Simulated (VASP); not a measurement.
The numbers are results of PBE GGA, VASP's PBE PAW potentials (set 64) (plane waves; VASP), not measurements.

The input files of a VASP run:

KPOINTS:
```
Automatic mesh
0
Gamma
 1 1 1
0 0 0
```

### INCAR
```
ALGO = Fast
EDIFF = 1E-5
EDIFFG = -0.03
ENCUT = 400
GGA = PE
IBRION = 2
ISIF = 2
ISMEAR = 0
ISPIN = 2
ISYM = 0
LASPH = .True.
LCHARG = .False.
LMAXMIX = 4
LORBIT = 10
LREAL = Auto
LWAVE = .True.
MAGMOM = 64*0.0156
NELM = 100
NELMIN = 4
NSW = 60
NUPDOWN = 1
PREC = Normal
SIGMA = 0.05
SYSTEM = Al31As32Si
```

**POSCAR**
```
Al31As32Si
1
   11.4648462108     0.0000000000     0.0000000000
    0.0000000000    11.4648462108    -0.0000000000
   -0.0000000000    -0.0000000000    11.4648462108
Al As Si
31 32 1
Direct
  0.5000000000   0.0000000000   0.0000000000
  0.7500000000   0.2500000000   0.0000000000
  0.7500000000   0.0000000000   0.2500000000
  0.0000000000   0.0000000000   0.0000000000
  0.2500000000   0.2500000000   0.0000000000
  0.5000000000   0.5000000000   0.0000000000
  0.7500000000   0.7500000000   0.0000000000
  0.2500000000   0.0000000000   0.2500000000
  0.5000000000   0.2500000000   0.2500000000
  0.7500000000   0.5000000000   0.2500000000
  0.5000000000   0.0000000000   0.5000000000
  0.7500000000   0.2500000000   0.5000000000
  0.7500000000   0.0000000000   0.7500000000
  0.0000000000   0.5000000000   0.0000000000
  0.2500000000   0.7500000000   0.0000000000
  0.0000000000   0.2500000000   0.2500000000
  0.2500000000   0.5000000000   0.2500000000
  0.5000000000   0.7500000000   0.2500000000
  0.0000000000   0.0000000000   0.5000000000
  0.2500000000   0.2500000000   0.5000000000
  0.7500000000   0.7500000000   0.5000000000
  0.2500000000   0.0000000000   0.7500000000
  0.5000000000   0.2500000000   0.7500000000
  0.7500000000   0.5000000000   0.7500000000
  0.0000000000   0.7500000000   0.2500000000
  0.0000000000   0.5000000000   0.5000000000
  0.2500000000   0.7500000000   0.5000000000
  0.0000000000   0.2500000000   0.7500000000
  0.2500000000   0.5000000000   0.7500000000
  0.5000000000   0.7500000000   0.7500000000
  0.0000000000   0.7500000000   0.7500000000
  0.6250000000   0.1250000000   0.1250000000
  0.8750000000   0.3750000000   0.1250000000
  0.8750000000   0.1250000000   0.3750000000
  0.1250000000   0.1250000000   0.1250000000
  0.3750000000   0.3750000000   0.1250000000
  0.6250000000   0.6250000000   0.1250000000
  0.8750000000   0.8750000000   0.1250000000
  0.3750000000   0.1250000000   0.3750000000
  0.6254120000   0.3791280000   0.3785100000
  0.8750000000   0.6250000000   0.3750000000
  0.6250000000   0.1250000000   0.6250000000
  0.8750000000   0.3750000000   0.6250000000
  0.8750000000   0.1250000000   0.8750000000
  0.1250000000   0.6250000000   0.1250000000
  0.3750000000   0.8750000000   0.1250000000
  0.1250000000   0.3750000000   0.3750000000
  0.3759340000   0.6266860000   0.3753560000
  0.6250000000   0.8750000000   0.3750000000
  0.1250000000   0.1250000000   0.6250000000
  0.3760720000   0.3791380000   0.6264630000
  0.6228980000   0.6213820000   0.6265360000
  0.8750000000   0.8750000000   0.6250000000
  0.3750000000   0.1250000000   0.8750000000
  0.6250000000   0.3750000000   0.8750000000
  0.8750000000   0.6250000000   0.8750000000
  0.1250000000   0.8750000000   0.3750000000
  0.1250000000   0.6250000000   0.6250000000
  0.3750000000   0.8750000000   0.6250000000
  0.1250000000   0.3750000000   0.8750000000
  0.3750000000   0.6250000000   0.8750000000
  0.6250000000   0.8750000000   0.8750000000
  0.1250000000   0.8750000000   0.8750000000
  0.4995310000   0.4975660000   0.5034070000
```

POTCAR, in this order: Al As Si (PBE.64 set). Program: vasp_gam.

Output

File OUTCAR:
```
 ion  position               nearest neighbor table
   1  0.500  0.000  0.000-  32 2.48  46 2.48  54 2.48  62 2.48
   2  0.750  0.250  0.000-  32 2.48  33 2.48  44 2.48  55 2.48
   3  0.750  0.000  0.250-  32 2.48  34 2.48  38 2.48  49 2.48
   4  0.000  0.000  0.000-  35 2.48  38 2.48  44 2.48  63 2.48
   5  0.250  0.250  0.000-  35 2.48  36 2.48  54 2.48  60 2.48
   6  0.500  0.500  0.000-  36 2.48  37 2.48  55 2.48  61 2.48
   7  0.750  0.750  0.000-  37 2.48  38 2.48  56 2.48  62 2.48
   8  0.250  0.000  0.250-  35 2.48  39 2.48  46 2.48  57 2.48
   9  0.500  0.250  0.250-  32 2.48  36 2.48  39 2.48  40 2.54
  10  0.750  0.500  0.250-  40 2.48  37 2.48  33 2.48  41 2.48
  11  0.500  0.000  0.500-  39 2.48  42 2.48  49 2.48  59 2.48
  12  0.750  0.250  0.500-  34 2.48  42 2.48  43 2.48  40 2.48
  13  0.750  0.000  0.750-  42 2.48  44 2.48  53 2.48  62 2.48
  14  0.000  0.500  0.000-  33 2.48  45 2.48  56 2.48  60 2.48
  15  0.250  0.750  0.000-  45 2.48  46 2.48  61 2.48  63 2.48
  16  0.000  0.250  0.250-  33 2.48  34 2.48  35 2.48  47 2.48
  17  0.250  0.500  0.250-  36 2.48  45 2.48  47 2.48  48 2.50
  18  0.500  0.750  0.250-  48 2.47  46 2.48  37 2.48  49 2.48
  19  0.000  0.000  0.500-  34 2.48  50 2.48  53 2.48  57 2.48
  20  0.250  0.250  0.500-  39 2.48  47 2.48  50 2.48  51 2.53
  21  0.750  0.750  0.500-  41 2.48  49 2.48  53 2.48  52 2.53
  22  0.250  0.000  0.750-  50 2.48  54 2.48  59 2.48  63 2.48
  23  0.500  0.250  0.750-  42 2.48  54 2.48  55 2.48  51 2.49
  24  0.750  0.500  0.750-  52 2.46  43 2.48  55 2.48  56 2.48
...
```

OSZICAR:
```
       N       E                     dE             d eps       ncg     rms          rms(c)
DAV:   1     0.134167907847E+04    0.13417E+04   -0.91931E+04   644   0.111E+03
DAV:   2    -0.131241460137E+03   -0.14729E+04   -0.14026E+04   838   0.198E+02
DAV:   3    -0.298623224920E+03   -0.16738E+03   -0.16481E+03   760   0.665E+01
DAV:   4    -0.303853038971E+03   -0.52298E+01   -0.52100E+01   744   0.132E+01
DAV:   5    -0.303967948029E+03   -0.11491E+00   -0.11470E+00   816   0.214E+00    0.182E+01
RMM:   6    -0.297358514643E+03    0.66094E+01   -0.11059E+01   644   0.451E+00    0.107E+01
RMM:   7    -0.296521410983E+03    0.83710E+00   -0.13419E+01   644   0.498E+00    0.362E+00
RMM:   8    -0.296438256869E+03    0.83154E-01   -0.86874E-01   644   0.199E+00    0.209E+00
RMM:   9    -0.296455083630E+03   -0.16827E-01   -0.42517E-01   644   0.110E+00    0.792E-01
RMM:  10    -0.296440416834E+03    0.14667E-01   -0.77472E-02   653   0.480E-01    0.258E-01
RMM:  11    -0.296445318351E+03   -0.49015E-02   -0.17806E-02   652   0.234E-01    0.199E-01
RMM:  12    -0.296444085607E+03    0.12327E-02   -0.43146E-03   644   0.123E-01    0.417E-02
RMM:  13    -0.296444143865E+03   -0.58258E-04   -0.13960E-03   652   0.638E-02    0.294E-02
RMM:  14    -0.296444148090E+03   -0.42256E-05   -0.14961E-04   661   0.260E-02    0.101E-02
RMM:  15    -0.296444157699E+03   -0.96086E-05   -0.61175E-05   553   0.141E-02
   1 F= -.29644416E+03 E0= -.29644253E+03  d E =-.296444E+03  mag=     1.0000
       N       E                     dE             d eps       ncg     rms          rms(c)
DAV:   1    -0.296479834283E+03   -0.35686E-01   -0.13355E+00   712   0.205E+00    0.377E-01
RMM:   2    -0.296487336723E+03   -0.75024E-02   -0.94500E-02   644   0.517E-01    0.141E-01
RMM:   3    -0.296488357992E+03   -0.10213E-02   -0.15320E-02   657   0.223E-01    0.957E-02
RMM:   4    -0.296488485632E+03   -0.12764E-03   -0.27754E-03   672   0.971E-02    0.630E-02
RMM:   5    -0.296488518464E+03   -0.32832E-04   -0.58226E-04   670   0.479E-02    0.295E-02
RMM:   6    -0.296488536752E+03   -0.18288E-04   -0.15933E-04   620   0.248E-02    0.115E-02
RMM:   7    -0.296488539998E+03   -0.32459E-05   -0.34436E-05   443   0.117E-02
   2 F= -.29648854E+03 E0= -.29648657E+03  d E =-.443823E-01  mag=     1.0000
       N       E                     dE             d eps       ncg     rms          rms(c)
DAV:   1    -0.296491366553E+03   -0.28298E-02   -0.24195E-01   712   0.873E-01    0.160E-01
RMM:   2    -0.296492720179E+03   -0.13536E-02   -0.16980E-02   644   0.221E-01    0.601E-02
RMM:   3    -0.296492905808E+03   -0.18563E-03   -0.27462E-03   656   0.954E-02    0.403E-02
RMM:   4    -0.296492927440E+03   -0.21633E-04   -0.48777E-04   667   0.414E-02    0.261E-02
RMM:   5    -0.296492933704E+03   -0.62633E-05   -0.10421E-04   596   0.206E-02    0.122E-02
RMM:   6    -0.296492937074E+03   -0.33700E-05   -0.28656E-05   436   0.106E-02
   3 F= -.29649294E+03 E0= -.29649074E+03  d E =-.487794E-01  mag=     1.0000
       N       E                     dE             d eps       ncg     rms          rms(c)
DAV:   1    -0.296495631151E+03   -0.26974E-02   -0.96193E-02   680   0.579E-01    0.106E-01
RMM:   2    -0.296496140545E+03   -0.50939E-03   -0.66224E-03   644   0.143E-01    0.394E-02
RMM:   3    -0.296496211884E+03   -0.71339E-04   -0.11467E-03   657   0.624E-02    0.262E-02
RMM:   4    -0.296496220949E+03   -0.90655E-05   -0.19729E-04   664   0.270E-02    0.172E-02
RMM:   5    -0.296496223626E+03   -0.26766E-05   -0.44037E-05   487   0.136E-02
   4 F= -.29649622E+03 E0= -.29649417E+03  d E =-.328655E-02  mag=     1.0000
       N       E                     dE             d eps       ncg     rms          rms(c)
DAV:   1    -0.296496691882E+03   -0.47093E-03   -0.68103E-02   710   0.487E-01    0.891E-02
RMM:   2    -0.296497060292E+03   -0.36841E-03   -0.47285E-03   644   0.121E-01    0.340E-02
RMM:   3    -0.296497115095E+03   -0.54804E-04   -0.83308E-04   658   0.532E-02    0.230E-02
RMM:   4    -0.296497122403E+03   -0.73073E-05   -0.14288E-04   659   0.231E-02    0.149E-02
RMM:   5    -0.296497124604E+03   -0.22011E-05   -0.31774E-05   440   0.117E-02
   5 F= -.29649712E+03 E0= -.29649520E+03  d E =-.418753E-02  mag=     1.0000
       N       E                     dE             d eps       ncg     rms          rms(c)
DAV:   1    -0.296498333468E+03   -0.12111E-02   -0.37326E-02   678   0.385E-01    0.692E-02
RMM:   2    -0.296498527940E+03   -0.19447E-03   -0.23151E-03   644   0.881E-02    0.273E-02
RMM:   3    -0.296498566131E+03   -0.38192E-04   -0.42483E-04   659   0.400E-02    0.184E-02
RMM:   4    -0.296498569586E+03   -0.34548E-05   -0.68654E-05   581   0.176E-02
   6 F= -.29649857E+03 E0= -.29649673E+03  d E =-.144498E-02  mag=     1.0000
       N       E                     dE             d eps       ncg     rms          rms(c)
DAV:   1    -0.296498788690E+03   -0.22256E-03   -0.28057E-02   712   0.334E-01    0.598E-02
RMM:   2    -0.296498938756E+03   -0.15007E-03   -0.17518E-03   644   0.770E-02    0.248E-02
RMM:   3    -0.296498970218E+03   -0.31462E-04   -0.32816E-04   661   0.353E-02    0.174E-02
RMM:   4    -0.296498973590E+03   -0.33726E-05   -0.53350E-05   504   0.156E-02
   7 F= -.29649897E+03 E0= -.29649721E+03  d E =-.184899E-02  mag=     1.0000
       N       E                     dE             d eps       ncg     rms          rms(c)
DAV:   1    -0.296499380825E+03   -0.41061E-03   -0.17094E-02   679   0.257E-01    0.442E-02
RMM:   2    -0.296499462374E+03   -0.81548E-04   -0.10195E-03   644   0.595E-02    0.168E-02
RMM:   3    -0.296499477204E+03   -0.14830E-04   -0.17944E-04   655   0.268E-02    0.117E-02
RMM:   4    -0.296499479333E+03   -0.21286E-05   -0.29354E-05   423   0.118E-02
   8 F= -.29649948E+03 E0= -.29649765E+03  d E =-.505742E-03  mag=     1.0000
```

### OUTCAR
```
------------------------ aborting loop because EDIFF is reached ----------------------------------------
  FORCE on cell =-STRESS in cart. coord.  units (eV):
  Direction    XX          YY          ZZ          XY          YZ          ZX
  --------------------------------------------------------------------------------------
  Total        4.1449375      4.1467535      4.1450097      0.0606035     -0.0531384      0.0328328
  in kB        4.4068053      4.4087361      4.4068821      0.0644323     -0.0564956      0.0349071
  external PRESSURE =       4.4074745 kB  Pullay stress =       0.0000000 kB
  volume of cell :     1506.97
      direct lattice vectors                 reciprocal lattice vectors
    11.464846211  0.000000000  0.000000000     0.087223150  0.000000000  0.000000000
     0.000000000 11.464846211  0.000000000     0.000000000  0.087223150  0.000000000
     0.000000000  0.000000000 11.464846211     0.000000000  0.000000000  0.087223150
  FREE ENERGIE OF THE ION-ELECTRON SYSTEM (eV)
  ---------------------------------------------------
  free  energy   TOTEN  =      -296.4994793325 eV

  energy  without entropy=     -296.4958208679  energy(sigma->0) =     -296.49765010

 total charge

# of ion       s       p       d       tot
------------------------------------------
    1        0.410   0.352   0.000   0.762
    2        0.394   0.360   0.000   0.755
    3        0.394   0.360   0.000   0.755
    4        0.394   0.360   0.000   0.754
    5        0.394   0.360   0.000   0.755
    6        0.394   0.360   0.000   0.755
    7        0.394   0.360   0.000   0.755
    8        0.394   0.360   0.000   0.755
    9        0.395   0.360   0.000   0.755
   10        0.395   0.360   0.000   0.755
   11        0.394   0.361   0.000   0.755
   12        0.395   0.360   0.000   0.755
   13        0.394   0.361   0.000   0.755
   14        0.410   0.353   0.000   0.762
   15        0.394   0.360   0.000   0.755
   16        0.394   0.360   0.000   0.755
   17        0.395   0.360   0.000   0.755
   18        0.395   0.360   0.000   0.755
   19        0.410   0.352   0.000   0.762
   20        0.395   0.360   0.000   0.755
   21        0.395   0.360   0.000   0.755
   22        0.394   0.360   0.000   0.755
   23        0.395   0.360   0.000   0.755
   24        0.395   0.360   0.000   0.755
   25        0.394   0.360   0.000   0.755
   26        0.394   0.360   0.000   0.755
   27        0.395   0.360   0.000   0.755
   28        0.394   0.360   0.000   0.755
   29        0.395   0.360   0.000   0.755
   30        0.395   0.360   0.000   0.755
   31        0.394   0.360   0.000   0.755
   32        1.190   1.673   0.022   2.886
   33        1.190   1.673   0.022   2.886
   34        1.190   1.673   0.022   2.885
   35        1.184   1.677   0.022   2.883
   36        1.184   1.679   0.022   2.885
   37        1.184   1.679   0.022   2.885
   38        1.184   1.676   0.022   2.883
   39        1.184   1.679   0.022   2.885
   40        1.199   1.631   0.027   2.857
   41        1.184   1.679   0.022   2.885
   42        1.184   1.679   0.022   2.885
   43        1.184   1.679   0.022   2.885
   44        1.184   1.677   0.022   2.883
   45        1.190   1.674   0.022   2.886
   46        1.190   1.673   0.022   2.886
   47        1.184   1.679   0.022   2.885
   48        1.200   1.630   0.027   2.857
   49        1.184   1.679   0.022   2.885
   50        1.190   1.674   0.022   2.886
   51        1.200   1.630   0.027   2.857
   52        1.200   1.631   0.027   2.858
   53        1.190   1.674   0.022   2.886
   54        1.190   1.673   0.022   2.886
   55        1.184   1.679   0.022   2.884
   56        1.190   1.673   0.022   2.886
   57        1.190   1.673   0.022   2.886
   58        1.184   1.679   0.022   2.885
   59        1.184   1.679   0.022   2.885
   60        1.190   1.673   0.022   2.886
   61        1.184   1.679   0.022   2.884
   62        1.190   1.674   0.022   2.886
   63        1.184   1.677   0.022   2.883
   64        0.827   0.748   0.000   1.575
--------------------------------------------------
tot         51.128  65.347   0.728 117.203

 magnetization (x)

# of ion       s       p       d       tot
------------------------------------------
    1        0.022   0.002   0.000   0.024
    2        0.000   0.000   0.000   0.000
    3        0.000   0.000   0.000   0.000
    4        0.000   0.000   0.000   0.000
    5        0.000   0.000   0.000   0.000
    6        0.000   0.000   0.000   0.000
    7        0.000   0.000   0.000   0.000
    8        0.000   0.000   0.000   0.000
    9        0.002   0.001   0.000   0.003
   10        0.002   0.001   0.000   0.003
   11        0.000   0.000   0.000   0.000
   12        0.002   0.001   0.000   0.003
   13        0.000   0.000   0.000   0.000
   14        0.022   0.002   0.000   0.024
   15        0.000   0.000   0.000   0.000
   16        0.000   0.000   0.000   0.000
   17        0.002   0.001   0.000   0.003
...
```
(Selected blocks of OUTCAR.)

**CONTCAR**
```
Al31As32Si
   1.00000000000000
    11.4648462107999993    0.0000000000000000    0.0000000000000000
     0.0000000000000000   11.4648462107999993    0.0000000000000000
     0.0000000000000000    0.0000000000000000   11.4648462107999993
  Al              As              Si
    31    32     1
Direct
     0.5000267846045092    0.0001070985775592    0.0001843498380282
     0.7502050150860650    0.2497112686410716    0.0009234917190621
     0.7501547237465832    0.0006441599040041    0.2499441779283391
     0.0000272776704431    0.0000234818663425    0.0000361503415544
     0.2500133510162255    0.2499436786136744    0.9995804464923365
     0.5000170279589407    0.4999894860120545    0.0002426474703142
     0.7501756944481590    0.7501822595135342    0.9993583212090950
     0.2500182300576054    0.9995903338418656    0.2499806322607397
     0.4997009867766489    0.2502891026548946    0.2503498020279301
     0.7502270468210087    0.5008424557248300    0.2500442315019669
     0.5000331608725832    0.0001002542556600    0.5000143412757522
     0.7502546496643401    0.2498917700386921    0.5008388684451279
     0.7501873680582472    0.9993352670035749    0.7501588319138828
     0.9999176887643170    0.5000226295441748    0.0002133767523515
     0.2497608701324312    0.7502723501774015    0.0008868354846082
     0.9994518391649123    0.2499635306177943    0.2499236869051232
     0.2499247090734356    0.4995168528609197    0.2498829490731055
     0.5007468417530333    0.7503446317388579    0.2498253997382230
     0.9998557192896963    0.9999417851119872    0.5001172588824059
     0.2498243599899446    0.2498262278579837    0.4995945977429719
     0.7499208189468802    0.7498725692187475    0.4996404536200559
     0.2498339205769127    0.0006995844578696    0.7501706300814187
     0.5007084735436328    0.2496891307400754    0.7504389063095628
     0.7503275115630492    0.4991623611809577    0.7504116426704657
     0.0006482300985430    0.7501925522861133    0.2499251232184872
     0.0001088195648957    0.5000258648488179    0.5000083216258683
     0.2497300555097629    0.7504319648201967    0.5007269459840120
     0.0007751807424678    0.2497526697789765    0.7502019825175289
     0.2494876403700125    0.5008939142818423    0.7506164342553885
     0.4992730876860909    0.7503138653505387    0.7504072187508817
     0.9992203169773952    0.7502926811910671    0.7501477823236326
     0.6249571234445713    0.1256071526508477    0.1258075641079534
     0.8744662928346254    0.3750285388461508    0.1256742452859978
     0.8745255378856744    0.1255517438392867    0.3750308479632711
     0.1250915056244419    0.1250917307597524    0.1251101046386136
     0.3750885384521109    0.3749687145021768    0.1251218049274890
     0.6251007287907081    0.6250990369579463    0.1249441809618754
     0.8749601284534101    0.8749769634392688    0.1250747542137445
     0.3750895152089614    0.1250965821662311    0.3750802703079300
     0.6240468062030848    0.3764940879234674    0.3765705118563882
     0.8751726696486070    0.6251358610699081    0.3751211888996729
     0.6250662541668444    0.1248679649211752    0.6251060317561321
     0.8753451249226391    0.3749307125607410    0.6251259541440436
     0.8749738729808907    0.1250330575229802    0.8749936487868789
     0.1254300051312864    0.6249924092253402    0.1255774166422393
     0.3750185292228452    0.8746691463980589    0.1255837258708352
     0.1250117915465837    0.3749912251290836    0.3750226739799973
     0.3758117016134627    0.6244057087019815    0.3758686355701019
     0.6251144390513032    0.8751005753123656    0.3751137398796277
     0.1254359194527110    0.1253717110903391    0.6250053821471706
     0.3755481893655379    0.3758069368349002    0.6247066862268655
     0.6240512614321331    0.6239872746414835    0.6245336307946096
     0.8743074008290169    0.8744222184836798    0.6249817327740145
     0.3749773431761539    0.1254152960512867    0.8746620115118946
     0.6250909708901649    0.3748520899406181    0.8754084530440827
     0.8746156985566466    0.6249990035491850    0.8746223736969750
     0.1254576098710568    0.8747199533134773    0.3750035201131681
     0.1248084919147269    0.6251843359606321    0.6250958768892315
     0.3749869940759970    0.8752495887584392    0.6250933757077076
     0.1253627120391551    0.3749578522923587    0.8747941945545792
     0.3749166917500102    0.6251394989668573    0.8754344118003371
     0.6250133786213415    0.8746783644698249    0.8746378420774288
     0.1250381981657266    0.8749889388140740    0.8749729685937586
     0.4994081741487947    0.5002199421939973    0.5005964019151652
```

The supercell is sampled at Γ alone, which is coarse: total energies, pressure and levels can be off, energies of defects by several tenths of an eV.

The cell is a supercell with a defect, built from AlAs (zinc blende): Si_Al.
